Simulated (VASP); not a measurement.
Method: PBEsol GGA, VASP's PBE PAW potentials (set 64) (plane waves; VASP). For the first row: Settings: 400 eV cut-off, 7×7×4 Γ-centred mesh, tetrahedra with Blöchl corrections, potentials Cd Te Se.

```csv
system,energy (eV/atom)
Cd$_{2}$TeSe (space group P3m1),-2.8959
Cd (hcp),-1.1996
Te (trig),-3.5255
Se (trig),-3.8532
```

The references are the elements' solids at the same level; no temperature or zero-point terms are added.     Without a dispersion term in the relaxation, distances and binding between the weakly bound layers, chains or molecules are unreliable, and so is what depends on them. Spin-orbit coupling is left out, which shifts such energies by up to tenths of an eV for the heavy elements here.

Problem. What is the formation energy per atom of Cd₂TeSe?

Solution. The references average (2×(-1.1996) + 1×(-3.5255) + 1×(-3.8532))/4 = -2.4445 eV, so the formation energy is -2.8959 − (-2.4445) = -0.451 eV/atom.
